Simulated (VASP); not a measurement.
Given:

```xyz
2
Lattice="1.6829 -2.9223 0.0000 1.6829 2.9223 0.0000 0.0000 0.0000 5.6381" Properties=species:S:1:pos:R:3 pbc="T T T"
Tl     1.6829     0.9741     1.4095
Tl     1.7231    -0.9741     4.2286
```

Calculation: PBE GGA, VASP's PBE PAW potentials (set 64) (plane waves; VASP 6.6.1). Numerical set-up: 520 eV cut-off, 11×11×6 Γ-centred mesh, first-order Methfessel-Paxton smearing of 0.10 eV, potentials Tl_d.

Give the stress tensor in GPa (positive for a compressed cell).

```
 5.16  -0.15   0.00
-0.15   5.12   0.00
 0.00   0.00   2.94
```
The pressure is its mean diagonal, 4.41 GPa.

The compound is Tl in the hcp structure. The cell was not relaxed at this level, atoms are displaced from their ideal sites. The run is one of a series of settings (ENCUT = 520 against the base run), some of them coarse on purpose.
